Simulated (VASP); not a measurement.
# Ga15CoN16 (a cell with a defect) in VASP: further runs

One crystal, Ga15CoN16 (a cell with a defect), is run at these levels: PBEsol+U; tasks: single point.

Program: VASP 6.6.1. These are calculated values, not measurements. Logs are shortened: lines on timing, memory, paths and dates and some standing lists are left out, and cuts for length are marked.

### 1 Starting point

The cell holds a defect, 32 atoms: a = 6.380 Å, b = 6.380 Å, c = 10.378 Å, α = 90.00°, β = 90.00°, γ = 120.00°.

### 2 Single point, PBEsol+U, collinear spin, ferromagnetic start

Input file INCAR:

```
SYSTEM = Ga15CoN16
PREC     = Accurate       ! precision mode
ENCUT    = 450            ! plane-wave cutoff, eV
EDIFF    = 1E-5           ! SCF threshold, eV
ISMEAR   = 0              ! smearing method
SIGMA    = 0.03           ! smearing width, eV
LREAL    = Auto         
LASPH    = .TRUE.         ! aspherical terms in the spheres
NELM     = 120            ! most SCF steps
ALGO     = All            ! electronic algorithm
ISIF     = 2              ! what is computed and relaxed
LWAVE    = .FALSE.        ! write WAVECAR
LCHARG   = .FALSE.        ! write CHGCAR
ISPIN    = 2              ! spin polarisation
MAGMOM   = 4 0 0 0 0 0 0 0 0 0 0 0 0 0 0 0 0 0 0 0 0 0 0 0 0 0 0 0 0 0 0 0 ! initial moments
LORBIT   = 11             ! projections on sites
LMAXMIX  = 4              ! l up to which the mixer works
LDAU     = .TRUE.         ! DFT+U
LDAUTYPE = 2            
LDAUL    = 2 -1 -1        ! shell
LDAUU    = 4 0 0          ! U, eV
LDAUJ    = 0 0 0        
LDAUPRINT= 1            
GGA      = PS             ! functional
ISYM     = 0            
KPAR     = 4
```

Input file KPOINTS:

```
regular mesh
0
G
  3 3 2
  0 0 0
```

Input file POSCAR:

```
Ga15CoN16
1.0
    6.3800000000      0.0000000000      0.0000000000
   -3.1900000000      5.5252420762      0.0000000000
    0.0000000000      0.0000000000     10.3780000000
Co Ga N
1 15 16
Direct
    0.3333333333      0.1666666667      0.0000000000
    0.3333333333      0.1666666667      0.5000000000
    0.3333333333      0.6666666667      0.0000000000
    0.3333333333      0.6666666667      0.5000000000
    0.8333333333      0.1666666667      0.0000000000
    0.8333333333      0.1666666667      0.5000000000
    0.8333333333      0.6666666667      0.0000000000
    0.8333333333      0.6666666667      0.5000000000
    0.1666666667      0.3333333333      0.2500000000
    0.1666666667      0.3333333333      0.7500000000
    0.1666666667      0.8333333333      0.2500000000
    0.1666666667      0.8333333333      0.7500000000
    0.6666666667      0.3333333333      0.2500000000
    0.6666666667      0.3333333333      0.7500000000
    0.6666666667      0.8333333333      0.2500000000
    0.6666666667      0.8333333333      0.7500000000
    0.3333333333      0.1666666667      0.1875000000
    0.3333333333      0.1666666667      0.6875000000
    0.3333333333      0.6666666667      0.1875000000
    0.3333333333      0.6666666667      0.6875000000
    0.8333333333      0.1666666667      0.1875000000
    0.8333333333      0.1666666667      0.6875000000
    0.8333333333      0.6666666667      0.1875000000
    0.8333333333      0.6666666667      0.6875000000
    0.1666666667      0.3333333333      0.4375000000
    0.1666666667      0.3333333333      0.9375000000
    0.1666666667      0.8333333333      0.4375000000
    0.1666666667      0.8333333333      0.9375000000
    0.6666666667      0.3333333333      0.4375000000
    0.6666666667      0.3333333333      0.9375000000
    0.6666666667      0.8333333333      0.4375000000
    0.6666666667      0.8333333333      0.9375000000
```

Potentials or basis: VASP PAW PBE potentials, release 64 (Co, Ga_d, N).

Launch:

```console
$ cat potpaw_PBE.64/Co/POTCAR potpaw_PBE.64/Ga_d/POTCAR potpaw_PBE.64/N/POTCAR > POTCAR
$ mpirun -np 4 vasp_std > vasp.out
```

OUTCAR:

```text
SYSTEM = Ga15CoN16
   PREC = Accurate
   ENCUT = 450
   EDIFF = 1E-5
   ISMEAR = 0
   LREAL = Auto
   LASPH = .TRUE.
   NELM = 120
   ISIF = 2
   ISPIN = 2
   LORBIT = 11
   GGA = PS
   ISYM = 0

 ion  position               nearest neighbor table
   1  0.333  0.167  0.000-  17 1.95  26 1.95  30 1.95  28 1.95
   2  0.333  0.167  0.500-  18 1.95  25 1.95  29 1.95  27 1.95
   3  0.333  0.667  0.000-  19 1.95  28 1.95  32 1.95  26 1.95
   4  0.333  0.667  0.500-  20 1.95  27 1.95  31 1.95  25 1.95
   5  0.833  0.167  0.000-  21 1.95  30 1.95  26 1.95  32 1.95
   6  0.833  0.167  0.500-  22 1.95  29 1.95  25 1.95  31 1.95
[... 24 lines left out ...]
  31  0.667  0.833  0.438-  15 1.95   8 1.95   4 1.95   6 1.95
  32  0.667  0.833  0.938-  16 1.95   7 1.95   3 1.95   5 1.95

IMPORTANT INFORMATION: All symmetrisations will be switched off!
NOSYMM: (Re-)initialisation of all symmetry stuff for point group C_1.

----------------------------------------------------------------------------------------

                                     Primitive cell

  volume of cell :     365.8353

  direct lattice vectors                    reciprocal lattice vectors
     6.380000000  0.000000000  0.000000000     0.156739812  0.090493773  0.000000000
    -3.190000000  5.525242076  0.000000000     0.000000000  0.180987545  0.000000000
     0.000000000  0.000000000 10.378000000     0.000000000  0.000000000  0.096357680

  length of vectors
     6.380000000  6.380000000 10.378000000     0.180987545  0.180987545  0.096357680

  position of ions in fractional coordinates (direct lattice)
     0.333333333  0.166666667  0.000000000
     0.333333333  0.166666667  0.500000000
     0.333333333  0.666666667  0.000000000
     0.333333333  0.666666667  0.500000000
     0.833333333  0.166666667  0.000000000
     0.833333333  0.166666667  0.500000000
[... 24 lines left out ...]
     0.666666667  0.833333333  0.437500000
     0.666666667  0.833333333  0.937500000

  ion indices of the primitive-cell ions
   primitive index   ion index
                 1           1
                 2           2
                 3           3
                 4           4
                 5           5
                 6           6
[... 24 lines left out ...]
                31          31
                32          32

----------------------------------------------------------------------------------------

 KPOINTS: regular mesh

Automatic generation of k-mesh.
 Grid dimensions read from file:
 generate k-points for:    3    3    2

 Generating k-lattice:

  Cartesian coordinates                     Fractional coordinates (reciprocal lattice)
     0.052246604  0.030164591  0.000000000     0.333333333  0.000000000  0.000000000
     0.000000000  0.060329182  0.000000000     0.000000000  0.333333333  0.000000000
     0.000000000  0.000000000  0.048178840     0.000000000  0.000000000  0.500000000

  Length of vectors
     0.060329182  0.060329182  0.048178840

  Shift w.r.t. Gamma in fractional coordinates (k-lattice)
     0.000000000  0.000000000  0.000000000

 Subroutine IBZKPT returns following result:
 ===========================================

 Found     10 irreducible k-points:

 Following reciprocal coordinates:
            Coordinates               Weight
  0.000000  0.000000  0.000000      1.000000
  0.333333 -0.000000  0.000000      2.000000
  0.000000  0.333333  0.000000      2.000000
 -0.333333  0.333333  0.000000      2.000000
  0.333333  0.333333  0.000000      2.000000
  0.000000  0.000000  0.500000      1.000000
  0.333333 -0.000000  0.500000      2.000000
  0.000000  0.333333  0.500000      2.000000
 -0.333333  0.333333  0.500000      2.000000
  0.333333  0.333333  0.500000      2.000000
   k-points           NKPTS =     10   k-points in BZ     NKDIM =     10   number of bands    NBANDS=    172
[... 45 lines left out ...]
   J (eV)           for each species LDAUJ =   0.0  0.0  0.0
   GGA     = PS    functional components
   LHFCALC =     F    Hartree Fock is set to
   AEXX    =    0.0000 exact exchange contribution
   IVDW    =     0    specifies the selected vdW correction
   LEPSILON=     F    determine dielectric tensor
   LRPA    =     F    only Hartree local field effects (RPA)
 spin polarized calculation
 Gauss-broadening in eV      SIGMA  =   0.03
  energy-cutoff  :      450.00
  volume of cell :      365.84
 maximum number of plane-waves:      7950
 NGX is ok and might be reduce to    48
   NGX = 23   NGY = 23   NGZ = 35

atom =   1  type =  1  l = 2

 onsite density matrix

spin component  1

  0.9906 -0.0000 -0.0000 -0.0128  0.0000
 -0.0000  0.9831 -0.0009  0.0000 -0.0094
 -0.0000 -0.0009  1.0003 -0.0000  0.0012
 -0.0128  0.0000 -0.0000  0.9804  0.0000
  0.0000 -0.0094  0.0012  0.0000  0.9907

spin component  2

  0.5700  0.0000  0.0003  0.2693 -0.0008
  0.0000  0.1799 -0.0348 -0.0000 -0.0908
  0.0003 -0.0348  0.3481  0.0008  0.0485
  0.2693 -0.0000  0.0008  0.7779 -0.0009
 -0.0008 -0.0908  0.0485 -0.0009  0.2465

 occupancies and eigenvectors

  o =  0.1165  v =  0.0000  0.0000  0.0000  0.0000  0.0000  0.0005  0.8205  0.0036  0.0006  0.5716      0.0000  0.0000  0.0000  0.0000  0.0000  0.0000  0.0000  0.0000  0.0000  0.0000
  o =  0.2663  v =  0.0000  0.0000  0.0000  0.0000  0.0000  0.0009 -0.4599 -0.5897  0.0017  0.6639      0.0000  0.0000  0.0000  0.0000  0.0000  0.0000  0.0000  0.0000  0.0000  0.0000
  o =  0.3852  v =  0.0000  0.0000  0.0000  0.0000  0.0000  0.8240 -0.0137  0.0320 -0.5652  0.0193      0.0000  0.0000  0.0000  0.0000  0.0000  0.0000  0.0000  0.0000  0.0000  0.0000
  o =  0.3918  v =  0.0000  0.0000  0.0000  0.0000  0.0000 -0.0329 -0.3392  0.8070  0.0223  0.4818      0.0000  0.0000  0.0000  0.0000  0.0000  0.0000  0.0000  0.0000  0.0000  0.0000
  o =  0.9627  v =  0.0000  0.0000  0.0000  0.0000  0.0000 -0.5656 -0.0001 -0.0013 -0.8247  0.0016      0.0000  0.0000  0.0000  0.0000  0.0000  0.0000  0.0000  0.0000  0.0000  0.0000
  o =  0.9717  v = -0.5615  0.0005 -0.0002 -0.8275  0.0006  0.0000  0.0000  0.0000  0.0000  0.0000      0.0000  0.0000  0.0000  0.0000  0.0000  0.0000  0.0000  0.0000  0.0000  0.0000
  o =  0.9767  v = -0.0004 -0.8276 -0.0006 -0.0006 -0.5613  0.0000  0.0000  0.0000  0.0000  0.0000      0.0000  0.0000  0.0000  0.0000  0.0000  0.0000  0.0000  0.0000  0.0000  0.0000
  o =  0.9965  v =  0.0000  0.5218  0.3678 -0.0004 -0.7697  0.0000  0.0000  0.0000  0.0000  0.0000      0.0000  0.0000  0.0000  0.0000  0.0000  0.0000  0.0000  0.0000  0.0000  0.0000
  o =  0.9992  v =  0.8275 -0.0002  0.0002 -0.5615  0.0003  0.0000  0.0000  0.0000  0.0000  0.0000      0.0000  0.0000  0.0000  0.0000  0.0000  0.0000  0.0000  0.0000  0.0000  0.0000
  o =  1.0009  v = -0.0003 -0.2069  0.9299  0.0001  0.3041  0.0000  0.0000  0.0000  0.0000  0.0000      0.0000  0.0000  0.0000  0.0000  0.0000  0.0000  0.0000  0.0000  0.0000  0.0000

 number of electron     284.0000032 magnetization       4.0000004

 Free energy of the ion-electron system (eV)
  ---------------------------------------------------
  ext. energy  EPLUGINS =         0.00000000
  ---------------------------------------------------
  free energy    TOTEN  =      -209.24422129 eV

  energy without entropy =     -209.24422129  energy(sigma->0) =     -209.24422129

 E-fermi :   5.6434     XC(G=0): -11.8790

 val. band max:        5.4738512083   @ k =   0.0000   0.0000   0.0000
 cond. band min:       6.3548906053   @ k =   0.3333   0.3333   0.0000
 fundamental gap:      0.8810393970
 Fermi energy:         5.6433906734

 spin component 1

 k-point     1 :       0.0000    0.0000    0.0000
  band No.  band energies     occupation
      1     -10.7535      1.00000
      2     -10.1924      1.00000
      3     -10.1496      1.00000
      4      -9.8400      1.00000
      5      -9.8374      1.00000
      6      -9.8247      1.00000
[... 1559 lines left out ...]
    153      11.7278      0.00000
    154      11.7313      0.00000
 Fermi energy:         5.6433906734

 spin component 2

 k-point     1 :       0.0000    0.0000    0.0000
  band No.  band energies     occupation
      1     -10.7131      1.00000
      2     -10.1709      1.00000
      3     -10.0884      1.00000
      4      -9.8233      1.00000
      5      -9.8214      1.00000
      6      -9.8064      1.00000
[... 1559 lines left out ...]
    153      11.7543      0.00000
    154      11.7690      0.00000
 [bands above 154 left out]

------------------------ aborting loop because EDIFF is reached ----------------------------------------

  FORCE on cell =-STRESS in cart. coord.  units (eV):
  Direction    XX          YY          ZZ          XY          YZ          ZX
  --------------------------------------------------------------------------------------
  -------------------------------------------------------------------------------------
  Total       -6.6271596     -6.0248968     -3.3579972     -0.0003207     -0.5011190      0.0005199
  in kB      -29.0236719    -26.3860596    -14.7063622     -0.0014043     -2.1946528      0.0022768
  external PRESSURE =     -23.3720312 kB  Pullay stress =       0.0000000 kB

 VOLUME and BASIS-vectors are now :
 -----------------------------------------------------------------------------
  energy-cutoff  :      450.00
  volume of cell :      365.84
      direct lattice vectors                 reciprocal lattice vectors
     6.380000000  0.000000000  0.000000000     0.156739812  0.090493773  0.000000000
    -3.190000000  5.525242076  0.000000000     0.000000000  0.180987545  0.000000000
     0.000000000  0.000000000 10.378000000     0.000000000  0.000000000  0.096357680

 POSITION                                       TOTAL-FORCE (eV/Angst)
 -----------------------------------------------------------------------------------
      1.59500      0.92087      0.00000         0.000844     -0.033563     -0.082034
      1.59500      0.92087      5.18900        -0.000030     -0.003554     -0.118068
     -0.00000      3.68349      0.00000         0.033572      0.026650     -0.071788
     -0.00000      3.68349      5.18900        -0.000462      0.005223     -0.136572
      4.78500      0.92087      0.00000         0.000113     -0.119715     -0.019018
      4.78500      0.92087      5.18900        -0.000023     -0.006817     -0.125045
[... 24 lines left out ...]
      1.59500      4.60437      4.54038         0.000013     -0.001693      0.140616
      1.59500      4.60437      9.72938         0.000045      0.009213      0.092572
 -----------------------------------------------------------------------------------
    total drift:                                0.000042      0.000587      0.007483

  FREE ENERGIE OF THE ION-ELECTRON SYSTEM (eV)
  ---------------------------------------------------
  free  energy   TOTEN  =      -209.2442212935 eV

  energy  without entropy=     -209.2442212935  energy(sigma->0) =     -209.24422129

 total charge

# of ion       s       p       d       tot
------------------------------------------
    1        0.466   0.586   7.039   8.091
    2        0.789   0.902  10.180  11.871
    3        0.790   0.900  10.178  11.869
    4        0.789   0.902  10.180  11.871
    5        0.788   0.894  10.178  11.861
    6        0.789   0.902  10.180  11.871
[... 24 lines left out ...]
   31        1.223   2.493   0.000   3.716
   32        1.223   2.493   0.000   3.715
--------------------------------------------------
tot         31.896  53.888 159.733 245.516

 magnetization (x)

# of ion       s       p       d       tot
------------------------------------------
    1        0.013   0.102   2.821   2.936
    2       -0.000  -0.001   0.000  -0.001
    3        0.001   0.004   0.009   0.015
    4        0.000   0.001   0.001   0.002
    5        0.004   0.012   0.010   0.026
    6        0.000   0.001   0.001   0.002
[... 24 lines left out ...]
   31        0.000   0.003   0.000   0.003
   32       -0.000   0.002   0.000   0.002
--------------------------------------------------
tot          0.072   0.750   2.877   3.699
```

Wall time 23 min (4 MPI ranks of AMD EPYC 9R45 (Zen 5), shared host); peak memory 1.8 GiB.

Results:

- Free energy: -209.2442 eV
- Largest force: 0.327 eV/Å
- Band gap on the k mesh: 0.88 eV, indirect (least direct gap 1.07 eV)
- Net moment: 4.00 μB per cell
- Site moments: Co +2.94; Ga -0.00, +0.01, +0.00, +0.03; N +0.13, +0.00, +0.01, +0.15 μB
- Valence electrons inside the program's atomic spheres: Co 8.09; Ga 11.87, 11.86; N 3.70, 3.71, 3.72

Forces on the atoms (eV/Å):
```
Co   0.001 -0.034 -0.082
Ga   0.000 -0.004 -0.118
Ga   0.034  0.027 -0.072
Ga   0.000  0.005 -0.137
Ga   0.000 -0.120 -0.019
Ga   0.000 -0.007 -0.125
Ga  -0.034  0.027 -0.072
Ga   0.000  0.005 -0.137
Ga  -0.024 -0.028 -0.223
Ga   0.016 -0.037 -0.058
Ga   0.000 -0.017 -0.156
Ga   0.000  0.072 -0.091
Ga   0.024 -0.028 -0.223
Ga  -0.016 -0.038 -0.058
Ga   0.000  0.003 -0.157
Ga   0.000  0.009 -0.073
N   -0.001 -0.099 -0.043
N    0.000  0.003  0.062
N   -0.002  0.001  0.138
N    0.001  0.009  0.124
N    0.000  0.022  0.116
N    0.000 -0.013  0.091
N    0.002  0.001  0.138
N   -0.001  0.009  0.124
N    0.000  0.008  0.144
N    0.177  0.081  0.030
N    0.000 -0.007  0.144
N    0.001  0.048  0.323
N    0.000  0.008  0.144
N   -0.177  0.082  0.031
N    0.000 -0.002  0.141
N    0.000  0.009  0.093
```

Eigenvalues of the final occupation matrices:
| site | spin | trace | eigenvalues |
| --- | --- | --- | --- |
| site 1 d | 1 | 4.95 | 0.97 0.98 1.00 1.00 1.00 |
| site 1 d | 2 | 2.12 | 0.12 0.27 0.39 0.39 0.96 |

Caveat: the cutoff is under 1.25 times the usual one of these potentials, so pressure, stress and relaxed cells hold a basis-set (Pulay) error; the PAW data sets were made with another functional, which shifts forces and pressure a little; the cell's inner coordinates are idealised or old, which leaves forces on the atoms. The state reached can hang on the start; a lower one may exist.

(Continued in part 2 of 2.)
